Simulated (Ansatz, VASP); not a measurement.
## ZnHgO2 in VASP and in Ansatz

Contents of INCAR:

```
PREC = Accurate ; ENCUT = 520
EDIFF = 1E-6 ; ISMEAR = -1
SIGMA = 0.02 ; LREAL = F
LASPH = T ; NELM = 60
ALGO = Normal ; ISIF = 2
LWAVE = F ; LCHARG = F
GGA = PE ; NBANDS = 26
```

KPOINTS

```
Automatic mesh
0
Gamma
  6 6 4
```

Contents of POSCAR:

```
ZnHgO2
1.0
    3.3263897665      0.0000000000      0.0000000000
    0.0000000000      3.3263897665      0.0000000000
    0.0000000000      0.0000000000      5.1930705942
Zn O Hg
1 2 1
Direct
    0.0000000000      0.0000000000      0.0000000000
    0.0000000000      0.5000000000      0.2034319220
    0.5000000000      0.0000000000      0.7965680780
    0.5000000000      0.5000000000      0.5000000000
```

Input for Ansatz:

```yaml
crystal:
  lattice:
    - [3.3263897665, 0.0, 0.0]
    - [0.0, 3.3263897665, 0.0]
    - [0.0, 0.0, 5.1930705942]
  atoms:
    - { symbol: Zn, position: [0.0, 0.0, 0.0] }
    - { symbol: O, position: [0.0, 0.5, 0.203431922] }
    - { symbol: Hg, position: [0.5, 0.5, 0.5] }
    - { symbol: O, position: [0.5, 0.0, 0.796568078] }
kpoints:
  mp_grid: { grid: [6, 6, 4] }
hamiltonian:
  xc: pbe
scf:
  occupations: { method: fermi_dirac, width: 0.02 }
  n_extra_bands: 5
  convergence: { dr2_threshold: 1.0e-12 }
  max_iter: 85
output:
  forces: true
  stress: true
  eigenvalues: true
```

Alike in both runs: task single point; functional PBE; k mesh 6 × 6 × 4; occupations fermi-dirac, width 0.02 eV; no spin polarisation.

|  | VASP | Ansatz |
| --- | --- | --- |
| version | VASP 6.6.1 | Ansatz 0.2.0 |
| potentials or method | VASP PAW PBE potentials, release 64 (Zn, O, Hg) | plane waves |
| plane-wave cutoff (eV) | 520 | 420 |
| valence electrons in the cell | 36 | 44 |

```tsv
	VASP	Ansatz	Ansatz less VASP
pressure (GPa)	6.0	4.9	-1.06
largest component of the traceless stress (GPa)	0.28	0.16	-0.127
rms of the force components (eV/Å)	0.005	0.007	+0.0023
```

The two sets of potentials don't hold the same shells in valence.

The runs have no spin-orbit coupling, so splittings on Hg are missing.
